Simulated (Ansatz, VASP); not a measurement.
Sr3PRh: VASP beside Ansatz

```
Sr P Rh
1.0
     5.54253    0.00000    0.00000
     0.00000    5.54253    0.00000
     0.00000    0.00000    5.54253
Sr P Rh
3 1 1
Cartesian
  2.7713 2.7713 0.0000
  2.7713 0.0000 2.7713
  0.0000 2.7713 2.7713
  0.0000 0.0000 0.0000
  2.7713 2.7713 2.7713
```

Change from the starting cell: species swapped into the La3AlC type (Pm-3m, No. 221).

Alike in both runs: functional PBE; k mesh 4 × 4 × 4; occupations gaussian, width 0.1 eV; no spin polarisation.

Ansatz relaxed the structure, and its values are those at the end. VASP's run is a single point on that final structure, the one shown.

|  | VASP | Ansatz |
| --- | --- | --- |
| version | VASP 6.6.1 | Ansatz 0.2.0 |
| potentials or method | VASP PAW PBE potentials, release 64 (Sr_sv, P, Rh_pv) | scalar-relativistic, plane waves, PAW |
| plane-wave cutoff (eV) | 520 | 420 |
| valence electrons in the cell | 50 | 52 |

VASP gave:

| Property | Result |
| --- | --- |
| gap on the k mesh at the Fermi level (eV) | none |
| pressure (GPa) | 0.4 |

What did Ansatz give for the same quantities?

gap on the k mesh at the Fermi level (eV): none; pressure (GPa): 0.2.

A gap of «none» marks a metal or a gap that the smearing closes. The two sets of potentials don't hold the same shells in valence.
